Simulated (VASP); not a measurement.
Input:

```
CELL_PARAMETERS angstrom
      0.00000     3.10000     3.10000
      3.10000     0.00000     3.10000
      3.10000     3.10000     0.00000
ATOMIC_POSITIONS crystal
  Ba 0.00000 0.00000 0.00000
  F  0.25000 0.25000 0.25000
  F  0.75000 0.75000 0.75000
```

All values below come from PBE GGA, VASP's PBE PAW potentials (set 64) (plane waves; VASP 6.6.1). Run with 400 eV cut-off, 5×5×5 Γ-centred mesh, Fermi-Dirac smearing of 0.020 eV, potentials Ba_sv F.

At this cut-off the stress carries a Pulay error, which pulls relaxed volumes low.

### Question
What does the run give for the energy per atom (σ→0), pressure?

### Answer

```json
{
 "energy per atom (σ→0)": "-551.5 kJ/mol of atoms",
 "pressure": "-3.61 GPa"
}
```

The structure is a typed BaF2 crystal. The cell was not relaxed at this level.
